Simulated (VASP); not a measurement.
## SiO2 (P3_221) under a change of volume

Wanted: the response of SiO2 to a change of volume, as a table, with a fit that predicts a row left out.

Program: VASP 6.6.1. Level of theory: LDA; plane waves and PAW (Si, O), in the first sound run; inputs show where later runs differ. Results are calculated unless marked as measured.

### 1. The starting structure

The structure is trigonal, space group P3_221 (No. 154). Conventional cell: a = 4.891 Å, b = 4.891 Å, c = 5.388 Å, α = 90.00°, β = 90.00°, γ = 120.00°. Nearest to Si lie 4 O at 1.60 to 1.61 Å. Nearest to O lie 2 Si at 1.60 to 1.61 Å. Farther neighbours and most contacts between anions are not listed.

### 2. Relax the crystal, LDA

The series starts from the cell that this level prefers, so that zero strain is near zero stress.

This step took 2 runs in a row; the last is shown.

Level: LDA; plane waves and PAW (Si, O).

INCAR reads:

```
SYSTEM = SiO2
PREC = Accurate
ENCUT = 600
EDIFF = 1E-06
NELM = 120
ISMEAR = 0
SIGMA = 0.02
LREAL = .FALSE.
ALGO = Normal
GGA = CA
NBANDS = 33
LASPH = .TRUE.
LORBIT = 11
LWAVE = .FALSE.
LCHARG = .FALSE.
KPAR = 16
IBRION = 2
NSW = 40
ISIF = 3
EDIFFG = -0.005
POTIM = 0.4
```

POSCAR reads:

```
SiO2
1.0
    4.8583814724      0.0000000000      0.0000000000
   -2.4291907313      4.2074817749      0.0000000000
    0.0000000000      0.0000000000      5.3644605870
Si O
3 6
Direct
    0.4634425001      1.0000000000      0.6666666670
    1.0000000000      0.4634425001      0.3333333330
    0.5365574999      0.5365574999      0.0000000000
    0.4108440413      0.2780052871      0.7776430302
    0.7219947129      0.1328387543      0.4443096972
    0.8671612457      0.5891559587      0.1109763632
    0.2780052871      0.4108440413      0.2223569698
    0.1328387543      0.7219947129      0.5556903028
    0.5891559587      0.8671612457      0.8890236368
```

KPOINTS reads:

```
Automatic mesh
0
Gamma
7 7 6
0 0 0
```

Potentials, in the order of the species: Si and O (LDA family, release 64).

Command:

```bash
$ mpirun -np 16 vasp_std
```

Output:

```text
[banner, memory and clock lines left out]
running   16 mpi-ranks, on    1 nodes
[...]
|                                                                             |
|           W    W    AA    RRRRR   N    N  II  N    N   GGGG   !!!           |
|           W    W   A  A   R    R  NN   N  II  NN   N  G    G  !!!           |
|           W    W  A    A  R    R  N N  N  II  N N  N  G       !!!           |
|           W WW W  AAAAAA  RRRRR   N  N N  II  N  N N  G  GGG   !            |
|           WW  WW  A    A  R   R   N   NN  II  N   NN  G    G                |
|           W    W  A    A  R    R  N    N  II  N    N   GGGG   !!!           |
|                                                                             |
|     For optimal performance we recommend to set                             |
|       NCORE = 2 up to number-of-cores-per-socket                            |
|     NCORE specifies how many cores store one orbital (NPAR=cpu/NCORE).      |
|     This setting can greatly improve the performance of VASP for DFT.       |
[...]
|     Unfortunately you need to use the default for GW and RPA                |
|     calculations (for HF NCORE is supported but not extensively tested      |
|     yet).                                                                   |
|                                                                             |

 LDA part: xc-table for (Slater(with rela. corr.)+CA(PZ))
 , standard interpolation
 POSCAR, INCAR and KPOINTS ok, starting setup
[...]
entering main loop
       N       E                     dE             d eps       ncg     rms          rms(c)
DAV:   1     0.292933989052E+03    0.29293E+03   -0.27684E+04  2640   0.152E+03
DAV:   2    -0.684762068295E+02   -0.36141E+03   -0.34924E+03  3420   0.324E+02
DAV:   3    -0.875087474463E+02   -0.19033E+02   -0.18954E+02  3327   0.782E+01
DAV:   4    -0.877240389556E+02   -0.21529E+00   -0.21507E+00  3351   0.931E+00
[...]
DAV:  11    -0.779326500115E+02    0.63885E-04   -0.51377E-04  3344   0.135E-01    0.221E-02
DAV:  12    -0.779326493538E+02    0.65766E-06   -0.12663E-05  3222   0.217E-02    0.642E-03
DAV:  13    -0.779326494293E+02   -0.75470E-07   -0.18245E-06  2400   0.803E-03
   1 F= -.77932649E+02 E0= -.77932649E+02  d E =-.779326E+02
[...]
reached required accuracy - stopping structural energy minimisation
```

Elapsed: 14 s, on 16 MPI ranks of AMD EPYC 7R43, shared host; peak memory 4.5 GiB.

The logs omit lines about the potential files and the build; timing stands in the text.

Parts of OUTCAR (step 2):

```text
  Total        0.0328681      0.0328681      0.0101706      0.0000000     -0.0000000     -0.0000000
  in kB        0.4802260      0.4802260      0.1485996      0.0000000     -0.0000000     -0.0000000
  external PRESSURE =       0.3696838 kB  Pullay stress =       0.0000000 kB

 POSITION                                       TOTAL-FORCE (eV/Angst)
 -----------------------------------------------------------------------------------
      2.25158      0.00000      3.57631        -0.000150      0.000000      0.000000
     -1.12579      1.94993      1.78815         0.000075     -0.000130      0.000000
      1.30340      2.25756      0.00000         0.000075      0.000130      0.000000
      1.32071      1.16970      4.17164         0.001055     -0.000760     -0.001596
      3.18504      0.55892      2.38348         0.000131      0.001294     -0.001596
      2.78183      2.47886      0.59533        -0.001186     -0.000534     -0.001596
      0.35264      1.72862      1.19283        -0.001186      0.000534      0.001596
     -1.10848      3.03778      2.98098         0.001055      0.000760      0.001596
      0.75584      3.64857      4.76913         0.000131     -0.001294      0.001596
 -----------------------------------------------------------------------------------
    total drift:                               -0.000002     -0.000002      0.000000

  FREE ENERGIE OF THE ION-ELECTRON SYSTEM (eV)
  ---------------------------------------------------
  free  energy   TOTEN  =       -77.9326494293 eV

  energy  without entropy=      -77.9326494293  energy(sigma->0) =      -77.93264943

 reached required accuracy - stopping structural energy minimisation

[... 3 further parts left out ...]
[key lines of the parts left out:]
E-fermi :   1.2622
```

Read from the output:

| Quantity | Value |
| --- | --- |
| energy(sigma→0) of the program | -77.9326 eV |
| stress, compression positive | xx, yy, zz 0.05, 0.05, 0.01 GPa |
| volume | 109.658 Å³ |
| ionic steps | 1 |

### 3. Relax at fixed volume, LDA

One member in full: the volume is scaled by 0.96, and shape and atoms relax at that volume.

Level: LDA; plane waves and PAW (Si, O).

INCAR reads:

```
SYSTEM = SiO2
PREC = Accurate
ENCUT = 600
EDIFF = 1E-07
NELM = 120
ISMEAR = 0
SIGMA = 0.02
LREAL = .FALSE.
ALGO = Normal
GGA = CA
NBANDS = 33
LASPH = .TRUE.
LORBIT = 11
LWAVE = .FALSE.
LCHARG = .FALSE.
KPAR = 8
IBRION = 2
NSW = 40
ISIF = 4
EDIFFG = -0.004
POTIM = 0.4
```

POSCAR reads:

```
SiO2
1.0
    4.7927196196      0.0000000000      0.0000000000
   -2.3963598050      4.1506169423      0.0000000000
    0.0000000000      0.0000000000      5.2919589888
Si O
3 6
Direct
    0.4634425001      0.0000000000      0.6666666670
    0.0000000000      0.4634425001      0.3333333330
    0.5365574999      0.5365574999      0.0000000000
    0.4108440413      0.2780052871      0.7776430302
    0.7219947129      0.1328387543      0.4443096972
    0.8671612457      0.5891559587      0.1109763632
    0.2780052871      0.4108440413      0.2223569698
    0.1328387543      0.7219947129      0.5556903028
    0.5891559587      0.8671612457      0.8890236368
```

KPOINTS is that of step 2.

Command:

```bash
$ mpirun -np 8 vasp_std
```

Output:

```text
[banner, memory and clock lines left out]
running    8 mpi-ranks, on    1 nodes
[...]
[... a notice as in an earlier step ...]

 LDA part: xc-table for (Slater(with rela. corr.)+CA(PZ))
 , standard interpolation
 POSCAR, INCAR and KPOINTS ok, starting setup
[...]
entering main loop
       N       E                     dE             d eps       ncg     rms          rms(c)
DAV:   1     0.281144006012E+03    0.28114E+03   -0.27639E+04  2648   0.152E+03
DAV:   2    -0.702202073697E+02   -0.35136E+03   -0.33897E+03  3452   0.324E+02
DAV:   3    -0.877856991947E+02   -0.17565E+02   -0.17492E+02  3310   0.755E+01
DAV:   4    -0.879732703447E+02   -0.18757E+00   -0.18740E+00  3328   0.877E+00
[...]
DAV:  12    -0.777992538105E+02    0.39850E-07   -0.98265E-06  3272   0.188E-02    0.860E-03
DAV:  13    -0.777992540089E+02   -0.19842E-06   -0.15552E-06  3352   0.725E-03    0.212E-03
DAV:  14    -0.777992540307E+02   -0.21760E-07   -0.72768E-08  2280   0.175E-03
   1 F= -.77799254E+02 E0= -.77799254E+02  d E =-.777993E+02
[... from here on, the cycles between the ionic steps are left out ...]
   2 F= -.77849976E+02 E0= -.77849976E+02  d E =-.507224E-01
   3 F= -.77874241E+02 E0= -.77874241E+02  d E =-.749871E-01
   4 F= -.77884037E+02 E0= -.77884037E+02  d E =-.979568E-02
   5 F= -.77893567E+02 E0= -.77893567E+02  d E =-.193254E-01
   6 F= -.77895896E+02 E0= -.77895896E+02  d E =-.232922E-02
   7 F= -.77896158E+02 E0= -.77896158E+02  d E =-.259100E-02
   8 F= -.77896398E+02 E0= -.77896398E+02  d E =-.240668E-03
   9 F= -.77896897E+02 E0= -.77896897E+02  d E =-.739960E-03
  10 F= -.77896899E+02 E0= -.77896899E+02  d E =-.741512E-03
  11 F= -.77897064E+02 E0= -.77897064E+02  d E =-.906378E-03
  12 F= -.77897095E+02 E0= -.77897095E+02  d E =-.307677E-04
  13 F= -.77897101E+02 E0= -.77897101E+02  d E =-.369292E-04
  14 F= -.77897114E+02 E0= -.77897114E+02  d E =-.134445E-04
  15 F= -.77897136E+02 E0= -.77897136E+02  d E =-.355369E-04
  16 F= -.77897138E+02 E0= -.77897138E+02  d E =-.368236E-04
[...]
reached required accuracy - stopping structural energy minimisation
```

The job ended after 2.8 min (8 MPI ranks; peak memory 2.3 GiB).

Parts of OUTCAR (step 3):

```text
  Total        1.0905293      1.0905293      1.0573958      0.0000000      0.0000000      0.0000000
  in kB       16.5972742     16.5972741     16.0930008      0.0000000      0.0000000      0.0000000
  external PRESSURE =      16.4291830 kB  Pullay stress =       0.0000000 kB

 POSITION                                       TOTAL-FORCE (eV/Angst)
 -----------------------------------------------------------------------------------
      2.18874      0.00000      3.53981        -0.003739     -0.000000      0.000000
     -1.09437      1.89550      1.76990         0.001869     -0.003238      0.000000
      1.29798      2.24817     -0.00000         0.001869      0.003238      0.000000
      1.26031      1.19133      4.09010         0.002347      0.000686      0.002715
      3.12283      0.49579      2.32020        -0.001767      0.001690      0.002715
      2.79392      2.45655      0.55030        -0.000580     -0.002376      0.002715
      0.40157      1.68712      1.21961        -0.000580      0.002376     -0.002715
     -1.13205      2.95235      2.98951         0.002347     -0.000686     -0.002715
      0.73048      3.64788      4.75941        -0.001767     -0.001690     -0.002715
 -----------------------------------------------------------------------------------
    total drift:                               -0.000001     -0.000001      0.000000

  FREE ENERGIE OF THE ION-ELECTRON SYSTEM (eV)
  ---------------------------------------------------
  free  energy   TOTEN  =       -77.8971376368 eV

  energy  without entropy=      -77.8971376368  energy(sigma->0) =      -77.89713764

[... 2 parts as in an earlier step ...]

[... 2 further parts left out ...]
[key lines of the parts left out:]
E-fermi :   1.5495
```

This run gave:

| Item | Value |
| --- | --- |
| energy(sigma→0) of the program | -77.8971 eV |
| stress, compression positive | xx, yy, zz 1.66, 1.66, 1.61 GPa |
| ionic steps | 16 |

[end of part 1 of 3]

[Lines on the potential files, build, host, timing and source positions are cut from VASP's logs without a mark.]

[Logs are printed without paths, hosts, clocks, repeated set-up lines and the standing remarks that a program may print on its own settings, such as how far it seeks lower states.]

[Hosts, paths, dates, database ids (printed as entryN), source tags and the programs' standing remarks are cut or masked in the printed files.]

[In band tables of VASP the shares of atoms and orbitals are scaled to a sum of 1 inside the atoms' spheres.]
